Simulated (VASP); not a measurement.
# Si (relaxed from the simple-cubic structure, space group Pm-3m): computed properties

The numbers are results of r2SCAN meta-GGA, VASP's PBE PAW potentials (set 64) (plane waves; VASP), not measurements.

| Item | Value |
|---|---|
| space group | Pm-3m (221) |
| cell | a = b = c = 2.5291 Å, α = β = γ = 90.00° |
| volume per atom | 16.18 Å³/atom |
| band gap (over mesh and band path) | none (metal, semimetal or under 0.01 eV) |
| density | 2.88 g/cm³ |

```cif
data_Si
_chemical_formula_sum 'Si1'
_space_group_name_H-M_alt 'P 1'
_space_group_IT_number 1
_cell_length_a 2.52905
_cell_length_b 2.52905
_cell_length_c 2.52905
_cell_angle_alpha 90.000
_cell_angle_beta 90.000
_cell_angle_gamma 90.000
loop_
_space_group_symop_operation_xyz
  'x, y, z'
loop_
_atom_site_label
_atom_site_type_symbol
_atom_site_fract_x
_atom_site_fract_y
_atom_site_fract_z
_atom_site_occupancy
Si1 Si 0.00000 0.00000 0.00000 1
```

The structure was generated: Si was put into the simple-cubic type (Pm-3m), which need not be its known phase. It was relaxed first. Symmetry was kept, so distortions that lower it aren't found.
